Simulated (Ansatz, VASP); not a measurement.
**Zn (Zinc): VASP beside Ansatz**

One calculation is typed for both programs; each brings its own data sets. How far apart do they land? The cell is taken from a series of runs on this material, whose earlier steps may have relaxed, scaled, displaced or heated it; both programs get it as it stands.

Method: plane waves, with VASP 6.6.1 beside it; relaxation of cell and atoms at PBEsol and zone-centre phonons at PBEsol, in Ansatz 0.2.0.

## (1) Set-up

Symmetry: P6_3/mmc, No. 194, hexagonal system. Conventional cell: a = 2.591 Å, b = 2.591 Å, c = 4.912 Å, α = 90.00°, β = 90.00°, γ = 120.00°. Nearest to Zn lie 12 Zn at 2.59 to 2.88 Å.

Structure file:

```cif
data_structure
_symmetry_space_group_name_H-M 'P 1'
_symmetry_Int_Tables_number 1
_cell_length_a 2.5910
_cell_length_b 2.5910
_cell_length_c 4.9117
_cell_angle_alpha 90.000
_cell_angle_beta 90.000
_cell_angle_gamma 120.000
_cell_volume 28.56
loop_
_atom_site_label
_atom_site_type_symbol
_atom_site_fract_x
_atom_site_fract_y
_atom_site_fract_z
_atom_site_occupancy
Zn1 Zn 0.33333 0.66667 0.25000 1
Zn2 Zn 0.66667 0.33333 0.75000 1
```

## (2) VASP: relaxation of cell and atoms, PBEsol

The relaxed volume is the usual yardstick between codes: in a stiff, nearly cubic crystal its relative difference is about their pressure difference at one cell divided by the bulk modulus.

Lines of VASP's logs that name or quote its potential files are left out, and so is its time.

INCAR

```
SYSTEM = Zn
PREC = Accurate
ENCUT = 500
EDIFF = 1E-07
NELM = 120
ISMEAR = 1
SIGMA = 0.2
LREAL = .FALSE.
ALGO = Normal
GGA = PS
NBANDS = 18
LORBIT = 11
LWAVE = .FALSE.
LCHARG = .FALSE.
ISIF = 3
IBRION = 2
NSW = 80
EDIFFG = -0.005
LASPH = .TRUE.
GGA_COMPAT = .FALSE.
NELMIN = 4
KPAR = 2
```

POSCAR

```
Zn
1.0
    2.5910110000      0.0000000000      0.0000000000
   -1.2955060000      2.2438820000      0.0000000000
    0.0000000000      0.0000000000      4.9116840000
Zn
2
Direct
    0.3333333877      0.6666665181      0.2500000000
    0.6666669982      0.3333334819      0.7500000000
```

KPOINTS

```
Automatic mesh
0
Gamma
24 24 10
0 0 0
```

Potentials, in the order of the species: Zn (PBE family, release 64).

Started as:

```sh
> mpirun -np 2 vasp_std
```

Numbers of over 12 decimals in the logs are rounded to 6 here.

Log:

```text
[banner, memory and clock lines left out]
running    2 mpi-ranks, on    1 nodes
 distrk:  each k-point on    1 cores,    2 groups
 distr:  one band on    1 cores,    1 groups

 POSCAR found type information on POSCAR Zn
 POSCAR found :  1 types and       2 ions
|                                                                             |
|               ----> ADVICE to this user running VASP <----                  |
|                                                                             |
|     You enforced a specific xc type in the INCAR file but a different       |
|     [... a line on the potential file left out ...]
|     I HOPE YOU KNOW WHAT YOU ARE DOING!                                     |
|                                                                             |

 LDA part: xc-table for (Slater+PW92), standard interpolation
 POSCAR, INCAR and KPOINTS ok, starting setup
 FFT: planning ... GRIDC
 FFT: planning ... GRID_SOFT
 FFT: planning ... GRID
 WAVECAR not read
 entering main loop
       N       E                     dE             d eps       ncg     rms          rms(c)
DAV:   1     0.103851138052E+03    0.10385E+03   -0.12273E+04 13664   0.209E+03
DAV:   2     0.504171146751E+00   -0.10335E+03   -0.10043E+03 13236   0.292E+02
DAV:   3    -0.348416929843E+01   -0.39883E+01   -0.39744E+01 14874   0.660E+01
DAV:   4    -0.350402604530E+01   -0.19857E-01   -0.19852E-01 14604   0.473E+00
DAV:   5    -0.350405046332E+01   -0.24418E-04   -0.24418E-04 14262   0.147E-01    0.479E+00
DAV:   6    -0.319389601432E+01    0.31015E+00   -0.13159E+00 14170   0.252E+01    0.336E+00
DAV:   7    -0.317828872010E+01    0.15607E-01   -0.47136E-02 16928   0.388E+00    0.175E+00
DAV:   8    -0.317065513508E+01    0.76336E-02   -0.22653E-03 17682   0.727E-01    0.574E-02
DAV:   9    -0.317061391955E+01    0.41216E-04   -0.27230E-04 17826   0.230E-01    0.324E-02
DAV:  10    -0.317061809943E+01   -0.41799E-05   -0.22129E-05 13656   0.432E-02    0.281E-03
DAV:  11    -0.317061795646E+01    0.14296E-06   -0.59476E-07 14574   0.118E-02    0.225E-03
DAV:  12    -0.317061768364E+01    0.27282E-06   -0.11171E-08  7382   0.175E-03    0.522E-04
DAV:  13    -0.317061769001E+01   -0.63642E-08   -0.12460E-08  7054   0.214E-03
   1 F= -.31706177E+01 E0= -.31706862E+01  d E =-.317062E+01
[... from here on, the cycles between the ionic steps are left out ...]
   2 F= -.31710708E+01 E0= -.31711839E+01  d E =-.453123E-03
   3 F= -.31710745E+01 E0= -.31711823E+01  d E =-.456841E-03
   4 F= -.31710741E+01 E0= -.31711833E+01  d E =-.456411E-03
   5 F= -.31711897E+01 E0= -.31713344E+01  d E =-.115634E-03
   6 F= -.31712434E+01 E0= -.31714260E+01  d E =-.169312E-03
   7 F= -.31712190E+01 E0= -.31714870E+01  d E =-.144865E-03
   8 F= -.31712556E+01 E0= -.31714704E+01  d E =-.181490E-03
 curvature:  -0.41 expect dE=-0.238E-05 dE for cont linesearch -0.245E-07
 ZBRENT: interpolating
 opt :   2.5074  next Energy=    -3.171256 (dE=-0.182E-03)
 bond charge predicted
       N       E                     dE             d eps       ncg     rms          rms(c)
DAV:   1    -0.317125901045E+01   -0.34655E-05   -0.53090E-05 15106   0.945E-02    0.126E-02
DAV:   2    -0.317125617584E+01    0.28346E-05   -0.73799E-06 16074   0.558E-02    0.580E-03
DAV:   3    -0.317125560049E+01    0.57535E-06   -0.31869E-07 11842   0.985E-03    0.287E-03
DAV:   4    -0.317125546713E+01    0.13336E-06   -0.20491E-07 11200   0.648E-03    0.367E-04
DAV:   5    -0.317125546491E+01    0.22178E-08   -0.82550E-08  6644   0.364E-03
   9 F= -.31712555E+01 E0= -.31714728E+01  d E =-.181364E-03
 curvature:  -1.15 expect dE=-0.198E-05 dE for cont linesearch -0.443E-06
 trial: gam= 0.02105 g(F)=  0.141E-42 g(S)=  0.173E-05 ort =-0.804E-05 (trialstep = 0.129E+01)
 search vector abs. value=  0.146E-05
 reached required accuracy - stopping structural energy minimisation
```

From OUTCAR (step 2):

```text
ion  position               nearest neighbor table
   1  0.333  0.667  0.250-   2 2.88   2 2.88   2 2.88   2 2.88   2 2.88   2 2.88
   2  0.667  0.333  0.750-   1 2.88   1 2.88   1 2.88   1 2.88   1 2.88   1 2.88

  LATTYP: Found a hexagonal cell.
 ALAT       =     2.5910110000
 C/A-ratio  =     1.8956631215

 Subroutine GETGRP returns: Found 24 space group operations
 (whereof 12 operations were pure point group operations)

The static configuration has the point symmetry D_3d.
 The point group associated with its full space group is D_6h.

 Found    366 irreducible k-points:

   k-points           NKPTS =    366   k-points in BZ     NKDIM =    366   number of bands    NBANDS=     18

   dimension x,y,z NGX =    20 NGY =   20 NGZ =   36
   dimension x,y,z NGXF=    40 NGYF=   40 NGZF=   72

   ENCUT  =  500.0 eV  36.75 Ry    6.06 a.u.   4.72  4.72  8.96*2*pi/ulx,y,z

   NELECT =      24.0000    total number of electrons

 k-points in reciprocal lattice and weights: Automatic mesh
   0.00000000  0.00000000  0.00000000       0.000
   0.04166667  0.00000000  0.00000000       0.001
   0.08333333  0.00000000  0.00000000       0.001
   0.12500000  0.00000000  0.00000000       0.001
   0.16666667  0.00000000  0.00000000       0.001
   0.20833333  0.00000000  0.00000000       0.001
   0.25000000  0.00000000  0.00000000       0.001
   0.29166667  0.00000000  0.00000000       0.001
   0.33333333  0.00000000  0.00000000       0.001
[...]
0.33333333  0.29166667  0.50000000       0.002
   0.33333333  0.33333333  0.50000000       0.000

 average (electrostatic) potential at core
       1 -36.4442       2 -36.4442

 E-fermi :   3.3230

 k-point     1 :       0.0000    0.0000    0.0000
  band No.  band energies     occupation
    ...
      9      -3.9971      2.00000
     10      -3.7756      2.00000
     11      -3.7756      2.00000
     12      -0.6350      2.00000
     13       0.2646      2.00000
     14      17.1557      0.00000
     15      20.9506      0.00000
     16      21.8434      0.00000
     17      21.8434      0.00000
     18      23.2903      0.00000

 k-point     2 :       0.0417    0.0000    0.0000
  band No.  band energies     occupation
    ...
      9      -4.0025      2.00000
     10      -3.8144      2.00000
     11      -3.7750      2.00000
     12      -0.5409      2.00000
     13       0.2905      2.00000
     14      17.2167      0.00000
     15      20.5344      0.00000
     16      21.0206      0.00000
     17      21.1908      0.00000
     18      22.5399      0.00000

 k-point     3 :       0.0833    0.0000    0.0000
  band No.  band energies     occupation
    ...
      9      -4.0181      2.00000
     10      -3.9108      2.00000
     11      -3.7736      2.00000
     12      -0.2728      2.00000
     13       0.3706      2.00000
     14      17.3968      0.00000
     15      18.5433      0.00000
     16      20.1392      0.00000
     17      20.9141      0.00000
     18      21.9608      0.00000

  Total       -0.0057339     -0.0057339      0.0024327      0.0000000     -0.0000000      0.0000000
  in kB       -0.3210005     -0.3210007      0.1361882      0.0000001     -0.0000000      0.0000000
  external PRESSURE =      -0.1686043 kB  Pullay stress =       0.0000000 kB

  energy-cutoff  :      500.00
  volume of cell :       28.62
      direct lattice vectors                 reciprocal lattice vectors
     2.601267619 -0.000000002  0.000000000     0.384427959  0.221949606  0.000000000
    -1.300634313  2.252764501  0.000000000     0.000000000  0.443899040  0.000000000
    -0.000000000 -0.000000000  4.883735402    -0.000000000 -0.000000000  0.204761298

 POSITION                                       TOTAL-FORCE (eV/Angst)
 -----------------------------------------------------------------------------------
     -0.00000      1.50184      1.22093        -0.000000     -0.000000      0.000000
      1.30063      0.75092      3.66280         0.000000      0.000000      0.000000
 -----------------------------------------------------------------------------------
    total drift:                               -0.000067      0.000007     -0.000006

  FREE ENERGIE OF THE ION-ELECTRON SYSTEM (eV)
  ---------------------------------------------------
  free  energy   TOTEN  =        -3.1712554649 eV

  energy  without entropy=       -3.1719075338  energy(sigma->0) =       -3.17147282

 reached required accuracy - stopping structural energy minimisation

 total charge
# of ion       s       p       d       tot
------------------------------------------
    1        0.604   0.495   9.723  10.822
    2        0.604   0.495   9.723  10.822
--------------------------------------------------
tot          1.208   0.990  19.445  21.643

[... 3 further parts left out ...]
```

CONTCAR:

```
Zn
   1.00000000000000
     2.6012676189071628   -0.0000000022842402    0.0000000000000000
    -1.3006343134110618    2.2527645014189139    0.0000000000000000
    -0.0000000000000000   -0.0000000000000000    4.8837354017700401
  Zn
     2
Direct
     0.3333333877000015    0.6666665181000013    0.2500000000000000
     0.6666669982000002    0.3333334818999987    0.7500000000000000
```

## (3) Ansatz: relaxation of cell and atoms, PBEsol

Ansatz runs on its PAW soft_1 files.

The same cell, functional, mesh and smearing now go to Ansatz, which takes its cutoff from its data sets.

input.yaml

```yaml
crystal:
  lattice:
    - [2.5910112996, 0.0, 0.0]
    - [-1.2955056498, 2.2438816069, 0.0]
    - [0.0, 0.0, 4.9116844426]
  atoms:
    - { symbol: Zn, position: [0.3333333333, 0.6666666667, 0.25] }
    - { symbol: Zn, position: [0.6666666667, 0.3333333333, 0.75] }
kpoints:
  mp_grid: { grid: [24, 24, 10] }
hamiltonian:
  xc: pbesol
  pseudopotentials: { kind: paw, azcp: { folder: soft_1 }, xc_functional: pbe }
scf:
  occupations: { method: methfessel_paxton, width: 0.2 }
output:
  forces: true
  stress: true
  eigenvalues: true
relax:
  adjacent_minimum: "off"
  f_tol: 0.001
  max_steps: 60
  cell: { stress_tol: 0.01 }
```

Started as:

```sh
> ansatz run input.yaml --threads 8 --pin off --max-ram 15360MiB --backend cpu --events-out ev --progress --plain --runs-dir out
```

Log:

```text
Engine: ansatz 0.2.0, x86_64-unknown-linux-gnu
Pseudopotentials: kind: paw
Pseudopotential: Zn, paw, valence charge 12, recommended cutoff 420 eV (normal), soft_1/Zn.paw.azcp
Functional definition: PBEsol
  exchange = pbesol_x
  correlation = pbesol_c
Crystal: 2 atoms, lattice volume = 28.556 Å³
Basis set: ecut = 420 eV, 563 PW (Γ), exchange–correlation on 36×36×72 points (8 copies of the dense FFT grid, shifted against one another)
Bands: 16, of which v1, the nominal top of the filled ones, is band 12 counted from 1 (11 counted from 0)
Symmetry: 24 space group operations
Space group: P63/mmc (ITA 194), of the structure as read, at distance tolerance 3.1e-5 Å
k-points: 366 of 5760
Non-local potential: Zn, projectors of the file, l = 0: 2, l = 1: 2, l = 2: 3, l = 3: 1
PAW form: soft (Blöchl's): semilocal exchange-correlation on the pseudo side does not see the compensation charge
PAW frozen core: Zn, regenerated for the run's functional, and the local potential with it (the file was generated under x = pbe(κ = 0.804, μ = 0.219515), c = pbe(β = 0.066725))
PAW one-centre angular grid: Zn, 590 points (default); XC on 64 Gauss nodes
Initial density: superposition of atomic densities (chi_scale 0.1, normalization cell)
Initial wavefunctions: pseudopotential atomic-orbital guess
Functional: x = pbesol(κ = 0.804, μ = 0.123457), c = pbesol(β = 0.046)
SCF iter   1: F=—  HF=-6562.121667 eV  |F-HF|=—  |Δ(HF+E_count)|=         —  Δρ=6.92e-2  dr2=1.02e0  ethr=3.10e-3  ⟨swp⟩=5.7  Hψ=34497  notcnv=0
preconditioner: auto → none  [metal: Δε(μ)=0.047 eV  Ē_g=12.755 eV  σ=0.200 eV  W_gap=0.19  n_scr=4 (ndim 8)  ℏωp=34.0 eV  f_vac=0.000  D(μ)=0.32/eV (n_scr^D=2)  sad-step TF]
SCF iter   2: F=—  HF=-6561.869489 eV  |F-HF|=—  |Δ(HF+E_count)|=   2.52e-1  S|Δr|=    0.00e0  Δρ=2.46e-2  dr2=8.28e-2  ethr=3.10e-3  ⟨swp⟩=2.0  Hψ=14461  notcnv=0  defer=9
SCF iter   3: F=—  HF=-6561.816565 eV  |F-HF|=—  |Δ(HF+E_count)|=   5.29e-2  S|Δr|=    0.00e0  Δρ=1.10e-2  dr2=2.45e-2  ethr=3.45e-4  ⟨swp⟩=2.0  Hψ=13486  notcnv=0  defer=9
SCF iter   4: F=—  HF=-6561.814198 eV  |F-HF|=—  |Δ(HF+E_count)|=   2.37e-3  S|Δr|=    0.00e0  Δρ=5.20e-3  dr2=2.30e-3  ethr=1.02e-4  ⟨swp⟩=2.2  Hψ=9413  notcnv=0  defer=9
SCF iter   5: F=—  HF=-6561.815165 eV  |F-HF|=—  |Δ(HF+E_count)|=   9.67e-4  S|Δr|=    0.00e0  Δρ=6.14e-4  dr2=3.27e-5  ethr=9.58e-6  ⟨swp⟩=2.0  Hψ=10238  notcnv=0  defer=9
SCF iter   6: F=—  HF=-6561.815176 eV  |F-HF|=—  |Δ(HF+E_count)|=   1.18e-5  S|Δr|=    0.00e0  Δρ=6.15e-5  dr2=3.79e-7  ethr=1.36e-7  ⟨swp⟩=2.0  Hψ=10219  notcnv=0  defer=9
SCF iter   7: F=-6561.815177 eV  HF=-6561.815177 eV  |F-HF|=3.67e-10  |Δ(HF+E_count)|=   5.99e-8  S|Δr|=    0.00e0  Δρ=2.55e-6  dr2=8.41e-10  ethr=4.17e-10  ⟨swp⟩=6.9  Hψ=30702  notcnv=0
SCF 1 converged in 7 iterations: F = -6561.815177 eV  dr2 = 8.41e-10
  greatest PAW one-centre occupation: 0.981 electrons in one spin orbital (limit 2), on the Zn atom at site 1 (counted from 0), in its partial waves of l = 2
relax step   1: F+E_penalty+E_count = -6561.81517654 eV  Δ(F+E_penalty+E_count) = +0.000e0 eV  max|allowed force component| = 1.943e-16 eV/Å  Δτ_max = 0.0000 Å  P = -0.006 GPa  Ω = 28.556 Å³  (7 SCF iters, dr2 threshold 1.00e-7 eV, accepted)
[...]
relax step   2: F+E_penalty+E_count = -6561.81540063 eV  Δ(F+E_penalty+E_count) = -2.241e-4 eV  max|allowed force component| = 3.331e-16 eV/Å  Δτ_max = 0.0000 Å  P = +0.040 GPa  Ω = 28.513 Å³  energy of the carried Pulay correction = +2.459e-5 eV  (4 SCF iters, dr2 threshold 2.00e-7 eV, accepted)
[...]
relax step   3: F+E_penalty+E_count = -6561.81548435 eV  Δ(F+E_penalty+E_count) = -8.372e-5 eV  max|allowed force component| = 1.573e-16 eV/Å  Δτ_max = 0.0000 Å  P = -0.179 GPa  Ω = 28.520 Å³  energy of the carried Pulay correction = +5.837e-6 eV  (4 SCF iters, dr2 threshold 1.69e-7 eV, accepted)
[...]
relax step   4: F+E_penalty+E_count = -6561.81557102 eV  Δ(F+E_penalty+E_count) = -8.668e-5 eV  max|allowed force component| = 2.868e-16 eV/Å  Δτ_max = 0.0000 Å  P = +0.088 GPa  Ω = 28.444 Å³  energy of the carried Pulay correction = +6.135e-5 eV  (4 SCF iters, dr2 threshold 1.51e-7 eV, accepted)
[...]
relax step   5: F+E_penalty+E_count = -6561.81555815 eV  Δ(F+E_penalty+E_count) = +1.288e-5 eV  max|allowed force component| = 1.110e-16 eV/Å  Δτ_max = 0.0000 Å  P = +0.001 GPa  Ω = 28.476 Å³  energy of the carried Pulay correction = +3.986e-5 eV  (4 SCF iters, dr2 threshold 1.98e-8 eV, accepted)
[...]
relax step   6: F+E_penalty+E_count = -6561.81551787 eV  Δ(F+E_penalty+E_count) = +4.028e-5 eV  max|allowed force component| = 6.939e-17 eV/Å  Δτ_max = 0.0000 Å  P = -0.000 GPa  Ω = 28.476 Å³  stress off target by 9.53e-4 GPa  SCF on the basis re-selected at this cell (its energy is not comparable with the rows above)  (6 SCF iters)
basis re-selected at this cell: Δ(F+E_penalty+E_count) = +4.028e-5 eV, ΔP = -0.001 GPa vs the last step (what re-selecting the basis moved, of the pressure what is left beyond the Pulay correction that the steps carried, after the strain that the cell walked since its last selection, with what the two solves' SCF thresholds leave and, on support functions, any second-order correction that the steps lacked; it is no m [...]
SCF converged after 6 iterations
Stability not checked: this state was not tested for a lower state beside it, because cold or Methfessel-Paxton smearing, or corrected tetrahedra, fill the levels in a way that the test cannot read (fill_not_monotonic; see scf.lower_state_search)
Free energy (F): -6561.815518 eV
Harris-Foulkes:  -6561.815518 eV  (|F-HF|=9.09e-13)
Internal energy: -6561.816060 eV  (E = F + TS)
E sigma→0 (E₀):  -6561.815654 eV
Entropy (-TS):   0.000543 eV (0.271 meV/atom)
Fermi energy:    11.764630 eV
--- Per-component energies (eV) ---
  E_band       = 112.403631
  E_kinetic    = 296.894180
  E_local      = -3436.748212  (includes V_loc(G=0)·N_el)
  E_nonlocal   = 1634.954124
  E_hartree    = 1277.016846
  E_xc         = -157.046103
  E_vxc        = -104.725297  (∫ρ·V_xc dr)
  E_paw        = -3715.479418  (= ΣΔE_a)
  E_vpaw       = -832.004355  (= ΣTr[D̂ρ^β])
  E_aug_tail   = -0.000504  (compensation charges beyond the density's cutoff)
  E_ewald      = -2463.001684
  E_core_change = 1.594712  (= ΣΔE_core)
  E_smearing   = 0.000543  (= −TS)
  E_closure    = 0.000000  (closes the sum)
  Σ components = -6561.815518   (vs F -6561.815518, Δ=0.00e0)
--- Forces (eV/Å), atoms counted from 1 ---
  atom   1  Zn     0.00000000    -0.00000000     0.00000000
  atom   2  Zn    -0.00000000     0.00000000    -0.00000000
  max |Σ_I F_I| component: 1.85e-17 eV/Å
--- Stress (GPa, compression-positive) ---
       -0.000000      -0.000000      -0.000000
       -0.000000      -0.000000      -0.000000
       -0.000000      -0.000000      -0.000953
  P = ⅓ Tr σ = -0.0003 GPa (-0.003 kbar)
--- Band table (eV; the first three rows and the last of 366) ---
  k-point 0: bands = [... 8 lower, 4.4659, 4.6889, 4.6889, 7.7785, 8.7167, 25.5003, 29.2303, 30.2897]
  k-point 1: bands = [... 8 lower, 4.4734, 4.6850, 4.6850, 6.9259, 9.7079, 24.3708, 30.3530, 30.3530]
  k-point 2: bands = [... 8 lower, 4.4943, 4.6733, 4.6733, 5.8821, 11.1751, 22.3900, 30.5402, 30.5402]
  k-point 365: bands = [... 8 lower, 4.6728, 4.6728, 12.8180, 12.8180, 13.6969, 13.6969, 14.3145, 14.3145]
--- Relaxed structure (5 steps of the walk, 5 accepted, 1 SCFs on fresh bases) ---
  F+E_penalty+E_count = -6561.81551787 eV   max|allowed force component| = 6.939e-17 eV/Å   (the final SCF, on the basis selected at the relaxed cell)
  cell:  # Å, volume = 28.4759 Å³
    - [2.595867, 0, 2.235181835528387e-19]
    - [-1.297933, 2.248087, -1.1175909177643554e-19]
    - [4.2371516672870747e-19, 0, 4.879581]
  atoms:
    - { symbol: Zn, position: [0.333333, 0.666667, 0.25] }
    - { symbol: Zn, position: [0.666667, 0.333333, 0.75] }
```

Reading the cycles: dr2 is the Hartree energy of the density residual (eV), the measure of convergence; HF is the Harris–Foulkes estimate of the energy, which meets the free energy F at convergence.

## (4) Comparison

Known differences besides the potentials themselves: the cutoff is 420 eV in Ansatz and 500 eV in VASP; Ansatz makes its cores anew for this functional, VASP keeps those of its PBE data sets; Ansatz adds a Pulay correction to the stress that steers its cell, VASP none. Total energies have different zeros and are not compared.

Both answers:

```csv
quantity,Ansatz,VASP,difference
volume (Å³),28.48,28.62,-0.50 %
"edge a after relaxation, in the typed setting (Å)",2.596,2.601,-0.21 %
"edge c after relaxation, in the typed setting (Å)",4.880,4.884,-0.08 %
```

(Part 1 of 2 ends here.)

[Lines on the potential files, build, host, timing and source positions are cut from VASP's logs without a mark.]

[Logs are printed without paths, hosts, clocks, repeated set-up lines and the standing remarks that a program may print on its own settings, such as how far it seeks lower states.]

[Hosts, paths, dates, database ids (printed as entryN), source tags and the programs' standing remarks are cut or masked in the printed files.]
